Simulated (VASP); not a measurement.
Method: PBE GGA, VASP's PBE PAW potentials (set 64) (plane waves; VASP 6.6.1).

A VASP calculation is set up with these files.

File POSCAR:
```
CuI
3.0250
  0.0000000000   1.0000000000   1.0000000000
  1.0000000000   0.0000000000   1.0000000000
  1.0000000000   1.0000000000   0.0000000000
Cu I
1 1
Direct
  0.0000000000   0.0000000000   0.0000000000
  0.2500000000   0.2500000000   0.2500000000
```

### INCAR
```
SYSTEM = CuI
PREC = Accurate
ENCUT = 400
EDIFF = 1E-6
NELM = 100
ALGO = Normal
LREAL = .FALSE.
LASPH = .TRUE.
ISMEAR = 0
SIGMA = 0.05
GGA = PE
LMAXMIX = 4
LWAVE = .FALSE.
LCHARG = .FALSE.
ISIF = 2
```

**KPOINTS**
```
Automatic mesh
0
Monkhorst-Pack
5 5 5
0 0 0
```

POTCAR, in this order: Cu I (PBE.64 set). Program: vasp_std.

Gaps are read on the run's mesh, which can miss a band edge. Unless said otherwise, spin-orbit coupling is left out, though it shifts the bands of the heavy elements here.

### Question
What does the run give for the energy per atom (σ→0), band gap (on the k-mesh)?

### Answer

```yaml
energy per atom (σ→0): -2.776 eV/atom
band gap (on the k-mesh): 1.16 eV
```

**OSZICAR**
```
...
DAV:   8    -0.555526556030E+01   -0.30540E-02   -0.51474E-02   379   0.386E+00    0.473E-01
DAV:   9    -0.555214622979E+01    0.31193E-02   -0.15232E-02   331   0.385E+00    0.152E-01
DAV:  10    -0.555233154124E+01   -0.18531E-03   -0.77206E-04   300   0.234E-01    0.595E-02
DAV:  11    -0.555235580548E+01   -0.24264E-04   -0.39294E-04   315   0.602E-01    0.324E-02
DAV:  12    -0.555235299835E+01    0.28071E-05   -0.33269E-05   385   0.115E-01    0.277E-02
DAV:  13    -0.555235095583E+01    0.20425E-05   -0.29602E-06   301   0.493E-02    0.144E-02
DAV:  14    -0.555235083550E+01    0.12033E-06   -0.91988E-06   384   0.791E-02
   1 F= -.55523508E+01 E0= -.55523508E+01  d E =-.290846E-14
```

The compound is CuI in the zinc blende structure. The cell was not relaxed at this level. The run is one of a series of settings (KPOINTS 5×5×5 Monkhorst-Pack mesh against the base run), some of them coarse on purpose.
